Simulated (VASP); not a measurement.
These are r2SCAN meta-GGA, VASP's PBE PAW potentials (set 64) (plane waves; VASP) values and carry that method's errors.

VASP ran on this input.

File POSCAR:
```
C
1
    2.4573474498    -0.0000000000    -0.0000000000
   -1.2286737249     2.1281248258     0.0000000000
   -0.0000000000    -0.0000000000     6.9277551988
C
4
Direct
  0.0000000000   0.0000000000   0.7500000000
  1.0000000000   1.0000000000   0.2500000000
  0.6666670000   0.3333330000   0.7500000000
  0.3333330000   0.6666670000   0.2500000000
```

INCAR:
```
SYSTEM = C
PREC = Accurate
ENCUT = 580
EDIFF = 1E-6
NELM = 100
ALGO = Normal
LREAL = .FALSE.
LASPH = .TRUE.
ISMEAR = 1
SIGMA = 0.1
METAGGA = R2SCAN
LMIXTAU = .TRUE.
LWAVE = .FALSE.
LCHARG = .FALSE.
IBRION = 2
ISIF = 3
NSW = 60
EDIFFG = -0.01
```

**KPOINTS**
```
Automatic mesh
0
Gamma
15 15 5
0 0 0
```

POTCAR, in this order: C (PBE.64 set). Program: vasp_std.

The resulting files:

OUTCAR:
```
 ion  position               nearest neighbor table
   1  0.000  0.000  0.750-   3 1.42   3 1.42   3 1.42
   2  0.000  0.000  0.250-   4 1.42   4 1.42   4 1.42
   3  0.667  0.333  0.750-   1 1.42   1 1.42   1 1.42
   4  0.333  0.667  0.250-   2 1.42   2 1.42   2 1.42
  LATTYP: Found a hexagonal cell.
 ALAT       =     2.4573474498
 C/A-ratio  =     2.8192005161
 Subroutine PRICEL returns:
 Original cell was already a primitive cell.
 Subroutine GETGRP returns: Found 24 space group operations
The static configuration has the point symmetry D_3d.
 The point group associated with its full space group is D_6h.
The dynamic configuration has the point symmetry D_3d.
 Subroutine INISYM returns: Found 24 space group operations
 Subroutine IBZKPT returns following result:
 Found     81 irreducible k-points:

 Following reciprocal coordinates:
            Coordinates               Weight
  0.000000  0.000000  0.000000      1.000000
  0.066667 -0.000000  0.000000      6.000000
  0.133333 -0.000000  0.000000      6.000000
  0.200000 -0.000000  0.000000      6.000000
  0.266667 -0.000000  0.000000      6.000000
...
```

### OSZICAR
```
       N       E                     dE             d eps       ncg     rms          rms(c)
DAV:   1     0.494691880546E+02    0.49469E+02   -0.89316E+03  1944   0.137E+03
DAV:   2    -0.415313162199E+02   -0.91001E+02   -0.83655E+02  2828   0.244E+02
DAV:   3    -0.454855804222E+02   -0.39543E+01   -0.39252E+01  2488   0.508E+01
DAV:   4    -0.455315481027E+02   -0.45968E-01   -0.45921E-01  2392   0.637E+00
DAV:   5    -0.455325296155E+02   -0.98151E-03   -0.98124E-03  2456   0.898E-01    0.826E+00
DAV:   6    -0.416144980270E+02    0.39180E+01   -0.20613E+00  2256   0.109E+01    0.601E+00
DAV:   7    -0.379391051199E+02    0.36754E+01   -0.35387E-01  2272   0.671E+00    0.131E+00
DAV:   8    -0.394750643610E+02   -0.15360E+01   -0.11597E+00  2116   0.907E+00    0.137E+00
DAV:   9    -0.403091585546E+02   -0.83409E+00   -0.12241E-01  2260   0.333E+00    0.743E-01
DAV:  10    -0.401155488265E+02    0.19361E+00   -0.16543E-02  2088   0.159E+00    0.620E-01
DAV:  11    -0.395131618813E+02    0.60239E+00   -0.22077E-01  2068   0.476E+00    0.216E-01
DAV:  12    -0.397289198204E+02   -0.21576E+00   -0.48979E-02  2016   0.270E+00    0.158E-01
DAV:  13    -0.397288493608E+02    0.70460E-04   -0.31341E-04  2552   0.167E-01    0.151E-01
DAV:  14    -0.397542937152E+02   -0.25444E-01   -0.67101E-03  2000   0.102E+00    0.197E-01
DAV:  15    -0.397527030034E+02    0.15907E-02   -0.17103E-04  2456   0.162E-01    0.587E-02
DAV:  16    -0.397563954139E+02   -0.36924E-02   -0.15000E-03  2036   0.543E-01    0.329E-01
DAV:  17    -0.397566098149E+02   -0.21440E-03   -0.31694E-04  2056   0.216E-01    0.317E-01
DAV:  18    -0.397567940726E+02   -0.18426E-03   -0.10006E-04  2108   0.125E-01    0.256E-01
DAV:  19    -0.397569160510E+02   -0.12198E-03   -0.45248E-05  2176   0.983E-02    0.812E-02
DAV:  20    -0.397569418491E+02   -0.25798E-04   -0.42393E-06  2360   0.279E-02    0.644E-02
DAV:  21    -0.397569484705E+02   -0.66214E-05   -0.33302E-06  2364   0.198E-02    0.209E-02
DAV:  22    -0.397569539386E+02   -0.54681E-05   -0.15779E-06  2204   0.162E-02    0.626E-03
DAV:  23    -0.397569536651E+02    0.27353E-06   -0.35160E-07  1632   0.556E-03
   1 F= -.39756954E+02 E0= -.39756804E+02  d E =-.397570E+02
```

OUTCAR:
```
------------------------ aborting loop because EDIFF is reached ----------------------------------------
  FORCE on cell =-STRESS in cart. coord.  units (eV):
  Direction    XX          YY          ZZ          XY          YZ          ZX
  --------------------------------------------------------------------------------------
  Total       -0.0348800     -0.0348800      0.0367058     -0.0000000      0.0000000      0.0000000
  in kB       -1.5425217     -1.5425210      1.6232623     -0.0000000      0.0000000      0.0000000
  external PRESSURE =      -0.4872602 kB  Pullay stress =       0.0000000 kB
  volume of cell :       36.23
      direct lattice vectors                 reciprocal lattice vectors
     2.457347450  0.000000000  0.000000000     0.406942860  0.234948624  0.000000000
    -1.228673725  2.128124826  0.000000000     0.000000000  0.469897248  0.000000000
     0.000000000  0.000000000  6.927755199     0.000000000  0.000000000  0.144346902
 POSITION                                       TOTAL-FORCE (eV/Angst)
 -----------------------------------------------------------------------------------
      0.00000      0.00000      5.19582         0.000000     -0.000000      0.000000
      0.00000      0.00000      1.73194        -0.000000     -0.000000      0.000000
      1.22867      0.70937      5.19582         0.000000      0.000000     -0.000000
     -0.00000      1.41875      1.73194        -0.000000     -0.000000     -0.000000
 -----------------------------------------------------------------------------------
    total drift:                                0.000000      0.000000      0.000000
  FREE ENERGIE OF THE ION-ELECTRON SYSTEM (eV)
  ---------------------------------------------------
  free  energy   TOTEN  =       -39.7569536651 eV

  energy  without entropy=      -39.7565057390  energy(sigma->0) =      -39.75680436

 reached required accuracy - stopping structural energy minimisation
```
(Selected blocks of OUTCAR.)

### OUTCAR
```
 val. band max:        4.3895365749   @ k =   0.3333   0.3333   0.2000

 cond. band min:       4.4029143319   @ k =   0.3333   0.3333   0.4000


 Fermi energy:         4.3930493097

 k-point     1 :       0.0000    0.0000    0.0000
  band No.  band energies     occupation
      1     -16.5364      2.00000
      2     -16.3060      2.00000
      3      -4.5059      2.00000
      4      -2.7953      2.00000
      5       1.1884      2.00000
      6       1.1885      2.00000
      7       1.2022      2.00000
      8       1.2022      2.00000
      9       8.5658      0.00000
     10      13.1070      0.00000
     11      13.1072      0.00000
     12      13.1480      0.00000

 k-point     2 :       0.0667   -0.0000    0.0000
  band No.  band energies     occupation
      1     -16.4241      2.00000
      2     -16.1952      2.00000
      3      -4.3702      2.00000
      4      -2.6663      2.00000
      5       0.7247      2.00000
      6       0.7466      2.00000
      7       0.9470      2.00000
      8       0.9662      2.00000
      9       8.7002      0.00000
     10      13.1605      0.00000
     11      13.2200      0.00000
     12      13.5931      0.00000

 k-point     3 :       0.1333   -0.0000    0.0000
  band No.  band energies     occupation
      1     -16.0879      2.00000
      2     -15.8634      2.00000
      3      -3.9644      2.00000
      4      -2.2816      2.00000
      5      -0.5006      2.00000
      6      -0.4615      2.00000
      7       0.3394      2.00000
      8       0.3668      2.00000
      9       9.1047      0.00000
     10      13.1652      0.00000
     11      13.2824      0.00000
     12      14.9212      0.00000

 k-point     4 :       0.2000   -0.0000    0.0000
  band No.  band energies     occupation
      1     -15.5304      2.00000
      2     -15.3130      2.00000
      3      -3.2945      2.00000
      4      -2.1722      2.00000
      5      -2.1123      2.00000
      6      -1.6501      2.00000
...
```

The compound is C in the graphite structure. It was relaxed first. The start is the result of an earlier pass.
